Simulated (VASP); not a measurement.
Consider the following.

```
Ge
1.0
    0.00000     2.86616     2.74484
    2.74664     0.00000     2.74484
    2.74664     2.86616     0.00000
Ge
2
Direct
  0.00000   0.00000   0.00000
  0.24346   0.25654   0.25654
```

The numbers are results of PBE GGA, VASP's PBE PAW potentials (set 64) (plane waves; VASP 6.6.1), not measurements. Settings: EDIFF = 1E-5, 400 eV cut-off, 7×7×7 Γ-centred mesh, Gaussian smearing of 0.050 eV, potentials Ge_d.

**Question.** Give the force on each atom (eV/Å).

**Answer.** 
| atom | Fx | Fy | Fz |
|---|---|---|---|
| Ge1 | 0.456 | 0.000 | 0.000 |
| Ge2 | -0.456 | 0.000 | 0.000 |

**Question.** Give the stress tensor in GPa (positive for a compressed cell).

**Answer.** 
```
 8.11   0.00   0.00
 0.00   4.73  -1.47
 0.00  -1.47   8.20
```
The pressure is its mean diagonal, 7.01 GPa.

The compound is Ge in the diamond structure. The cell was not relaxed at this level, atoms are displaced from their ideal sites. The run is one of a series of settings (EDIFF = 1E-5 against the base run), some of them coarse on purpose.
